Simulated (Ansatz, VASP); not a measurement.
# Ni in two plane-wave programs, part 2 of 2

One calculation is typed for both programs; each brings its own data sets. How far apart do they land? The structure shown is the end of the Ansatz relaxation below.

VASP 6.6.1 and Ansatz 0.2.0.

So far: Set-up; Ansatz: relaxation, PBEsol; VASP: single point, PBEsol, pair 1; Side by side.

### 6. VASP: single point, PBEsol, pair 2

Level of this step: PBEsol, spin-polarised from a ferromagnetic start; plane waves and PAW (Ni) (VASP).

The same cell, functional, mesh and smearing now go to VASP, with its own data sets.

Contents of INCAR:

```
SYSTEM = Ni
PREC = Accurate
ENCUT = 600
EDIFF = 1E-06
NELM = 200
ISMEAR = -1
SIGMA = 0.05
LREAL = .FALSE.
ALGO = Normal
GGA = PS
NBANDS = 18
ISPIN = 2
MAGMOM = 0.65 0.65
LASPH = .TRUE.
LMAXMIX = 4
LORBIT = 11
LWAVE = .FALSE.
LCHARG = .FALSE.
ISIF = 2
GGA_COMPAT = .FALSE.
KPAR = 2
```

Contents of POSCAR:

```
Ni
1.0
    2.4485010000      0.0000000000      0.0000000000
    0.0000000000      2.4485010000      0.0000000000
    0.0000000000      0.0000000000      3.4640095263
Ni
2
Direct
    0.0000000000      0.0000000000      0.0000000000
    0.5000000000      0.5000000000      0.5000000000
```

Contents of KPOINTS:

```
Automatic mesh
0
Gamma
18 18 13
0 0 0
```

PAW data sets: Ni (PBE family, release 64).

The run is started by

```
$ mpirun -np 2 vasp_std
```

Numbers of over 12 decimals in the logs are rounded to 6 here.

Output:

```text
[banner, memory and clock lines left out]
running    2 mpi-ranks, on    1 nodes
[...]
[... a notice as in an earlier step ...]

 LDA part: xc-table for (Slater+PW92), standard interpolation
 POSCAR, INCAR and KPOINTS ok, starting setup
[...]
entering main loop
       N       E                     dE             d eps       ncg     rms          rms(c)
DAV:   1     0.949623584865E+02    0.94962E+02   -0.98157E+03 29880   0.171E+03
DAV:   2    -0.103650077683E+02   -0.10533E+03   -0.98542E+02 27808   0.264E+02
DAV:   3    -0.146516881713E+02   -0.42867E+01   -0.41554E+01 30132   0.667E+01
DAV:   4    -0.147082443356E+02   -0.56556E-01   -0.56515E-01 31952   0.675E+00
[...]
DAV:  10    -0.122851869729E+02    0.12272E-02   -0.11902E-04 39948   0.159E-01    0.128E-01
DAV:  11    -0.122849826117E+02    0.20436E-03   -0.55055E-05 37198   0.999E-02    0.277E-02
DAV:  12    -0.122849825689E+02    0.42864E-07   -0.40651E-06 32278   0.251E-02
   1 F= -.12284983E+02 E0= -.12271200E+02  d E =-.275646E-01  mag=     1.2168
```

OUTCAR, selected parts (step 6):

```text
  Total       -0.0110916     -0.0110916     -0.0152014      0.0000000      0.0000000      0.0000000
  in kB       -0.8557091     -0.8557091     -1.1727716      0.0000000      0.0000000      0.0000000
  external PRESSURE =      -0.9613966 kB  Pullay stress =       0.0000000 kB

 POSITION                                       TOTAL-FORCE (eV/Angst)
 -----------------------------------------------------------------------------------
      0.00000      0.00000      0.00000        -0.000000      0.000000     -0.000000
      1.22425      1.22425      1.73200         0.000000     -0.000000      0.000000
 -----------------------------------------------------------------------------------
    total drift:                               -0.000000      0.000000      0.000000

  FREE ENERGIE OF THE ION-ELECTRON SYSTEM (eV)
  ---------------------------------------------------
  free  energy   TOTEN  =       -12.2849825689 eV

  energy  without entropy=      -12.2574180184  energy(sigma->0) =      -12.27120029

 magnetization (x)
# of ion       s       p       d       tot
------------------------------------------
    1       -0.006  -0.024   0.644   0.614
    2       -0.006  -0.024   0.644   0.614
--------------------------------------------------
tot         -0.013  -0.047   1.288   1.228

[... 1 part as in an earlier step ...]

[... 2 further parts left out ...]
[key lines of the parts left out:]
E-fermi :   9.8609
```

The run ends at a pressure of -0.10 GPa.

### 7. Side by side

What differs besides the data sets and the points named for the pairs above, as far as they apply: the data sets hold 36 valence electrons in Ansatz (on its PAW soft_1 files) and 20 in VASP. Total energies have different zeros and are not compared.

Compared:

```
          quantity  Ansatz   VASP  difference
    pressure (GPa)    0.00  -0.10       +0.10
 total moment (μB)    1.24   1.22       +0.02
moment on Ni1 (μB)    0.65   0.61       +0.04
moment on Ni2 (μB)    0.65   0.61       +0.04
```

### 8. Ansatz: relaxation, PBEsol

This run makes the geometry at which the two programs are then compared. The cell compared in this pair holds 20.93 Å³, against 20.77 Å³ for the pair before.

The structure compared here is the end of the Ansatz relaxation.

Contents of input.yaml:

```yaml
crystal:
  lattice:
    - [2.47298601, 0.0, 0.0]
    - [0.0, 2.47298601, 0.0]
    - [0.0, 0.0, 3.441926782]
  atoms:
    - { symbol: Ni, position: [0.0, 0.0, 0.0], spin: 0.7 }
    - { symbol: Ni, position: [0.5, 0.5, 0.5], spin: 0.7 }
magnetization:
  spin_polarized: true
kpoints:
  mp_grid: { grid: [17, 17, 13] }
scf:
  occupations: { method: fermi_dirac, width: 0.05 }
hamiltonian:
  xc: pbesol
  pseudopotentials: { kind: paw, azcp: { folder: soft_1 }, xc_functional: pbe }
basis:
  ecutwfc: 600
output:
  forces: true
  stress: true
  write_density: true
  write_potential: true
  elf: true
  volumetric_format: npy
relax:
  f_tol: 0.005
  max_steps: 70
  cell: { stress_tol: 0.02, p_target: 0, fix: [a, b, alpha, beta, gamma] }
```

The run is started by

```
$ ansatz run input.yaml --threads 4 --pin off --max-ram 10240MiB --backend cpu --events-out ev --progress --plain --runs-dir out
```

Output:

```text
[...]
Crystal: 2 atoms, lattice volume = 21.050 Å³
Basis set: ecut = 600 eV, 681 PW (Γ), exchange–correlation on 40×40×60 points (8 copies of the dense FFT grid, shifted against one another)
Bands: 23, of which v1, the nominal top of the filled ones, is band 18 counted from 1 (17 counted from 0)
Symmetry: 32 space group operations
[...]
k-point 314 ↓: bands = [... 14 lower, 17.8995, 17.9034, 18.9820, 18.9822, 25.6198, 26.1626, 26.6908, 27.3554, ... 1 higher]
--- Relaxed structure (4 steps of the walk, 4 accepted, 1 SCFs on fresh bases) ---
[...]
cell:  # Å, volume = 20.9332 Å³
    - [2.47298601, 0, 0.0]
    - [0, 2.47298601, 0.0]
    - [0.0, 0.0, 3.422878]
  atoms:
    - { symbol: Ni, position: [0.0, 0.0, 0.0] }
    - { symbol: Ni, position: [0.5, 0.5, 0.5] }
[key lines of the parts left out:]
SCF converged after 7 iterations
Magnetization: 1.2713 μB (18.6357 up, 17.3643 down)
Free energy (F): -11609.975106 eV
Fermi energy:    18.655322 eV
P = ⅓ Tr σ = -1.6371 GPa (-16.371 kbar)
```

### 9. VASP: single point, PBEsol, pair 3

The same cell, functional, mesh and smearing now go to VASP, with its own data sets.

INCAR: that of step 6 with these lines changed.

```diff
@@ -12,3 +12,3 @@
 ISPIN = 2
-MAGMOM = 0.65 0.65
+MAGMOM = 0.67 0.67
 LASPH = .TRUE.
```

Contents of POSCAR:

```
Ni
1.0
    2.4729860100      0.0000000000      0.0000000000
    0.0000000000      2.4729860100      0.0000000000
    0.0000000000      0.0000000000      3.4228776957
Ni
2
Direct
    0.0000000000      0.0000000000      0.0000000000
    0.5000000000      0.5000000000      0.5000000000
```

Contents of KPOINTS:

```
Automatic mesh
0
Gamma
17 17 13
0 0 0
```

The run is started by

```
$ mpirun -np 2 vasp_std
```

Output:

```text
[... set-up lines as in an earlier step ...]
 entering main loop
       N       E                     dE             d eps       ncg     rms          rms(c)
DAV:   1     0.959350434891E+02    0.95935E+02   -0.98111E+03 24336   0.171E+03
DAV:   2    -0.103455741918E+02   -0.10628E+03   -0.99406E+02 22764   0.265E+02
DAV:   3    -0.146518358121E+02   -0.43063E+01   -0.41842E+01 24570   0.672E+01
DAV:   4    -0.147079207006E+02   -0.56085E-01   -0.56048E-01 26280   0.674E+00
[...]
DAV:  10    -0.122803492029E+02    0.12396E-02   -0.11643E-04 32808   0.161E-01    0.138E-01
DAV:  11    -0.122801301435E+02    0.21906E-03   -0.64369E-05 30458   0.113E-01    0.285E-02
DAV:  12    -0.122801309621E+02   -0.81859E-06   -0.45256E-06 25290   0.280E-02
   1 F= -.12280131E+02 E0= -.12265907E+02  d E =-.284483E-01  mag=     1.2470
```

OUTCAR, selected parts (step 9):

```text
  Total       -0.3247208     -0.3247208     -0.0111262      0.0000000      0.0000000     -0.0000000
  in kB      -24.8534099    -24.8534099     -0.8515723      0.0000000      0.0000000     -0.0000000
  external PRESSURE =     -16.8527974 kB  Pullay stress =       0.0000000 kB

 POSITION                                       TOTAL-FORCE (eV/Angst)
 -----------------------------------------------------------------------------------
      0.00000      0.00000      0.00000         0.000000      0.000000      0.000000
      1.23649      1.23649      1.71144        -0.000000     -0.000000     -0.000000
 -----------------------------------------------------------------------------------
    total drift:                               -0.000000      0.000000      0.000000

  FREE ENERGIE OF THE ION-ELECTRON SYSTEM (eV)
  ---------------------------------------------------
  free  energy   TOTEN  =       -12.2801309621 eV

  energy  without entropy=      -12.2516826574  energy(sigma->0) =      -12.26590681

 magnetization (x)
# of ion       s       p       d       tot
------------------------------------------
    1       -0.006  -0.024   0.660   0.630
    2       -0.006  -0.024   0.660   0.630
--------------------------------------------------
tot         -0.012  -0.048   1.320   1.260

[... 3 further parts left out ...]
[key lines of the parts left out:]
E-fermi :   9.7447
```

The run ends at a pressure of -1.69 GPa.

### 10. Differences

What differs besides the data sets and the points named for the pairs above, as far as they apply: the data sets hold 36 valence electrons in Ansatz (on its PAW soft_1 files) and 20 in VASP. Total energies have different zeros and are not compared.

The two programs side by side:

```
          quantity  Ansatz   VASP  difference
    pressure (GPa)   -1.64  -1.69       +0.05
 total moment (μB)    1.27   1.25       +0.02
moment on Ni1 (μB)    0.67   0.63       +0.04
moment on Ni2 (μB)    0.67   0.63       +0.04
```

### 11. Outcome

- difference in total moment (single point, PBEsol, pair 1): 0.020 μB
- difference in total moment (single point, PBEsol, pair 2): 0.019 μB
- difference in total moment (single point, PBEsol, pair 3): 0.024 μB

In words: The difference in total moment is 0.020 μB (single point, PBEsol, pair 1). The data sets hold unlike numbers of valence electrons (36 in Ansatz and 20 in VASP), so part of the differences comes from the potentials. 2 further runs of this series are not shown here. Such differences can come from data sets, numerical settings and the points named under the comparisons, not from the functional's error against experiment.

[Lines on the potential files, build, host, timing and source positions are cut from VASP's logs without a mark.]

[Logs are printed without paths, hosts, clocks, repeated set-up lines and the standing remarks that a program may print on its own settings, such as how far it seeks lower states.]

[Hosts, paths, dates, database ids (printed as entryN), source tags and the programs' standing remarks are cut or masked in the printed files.]
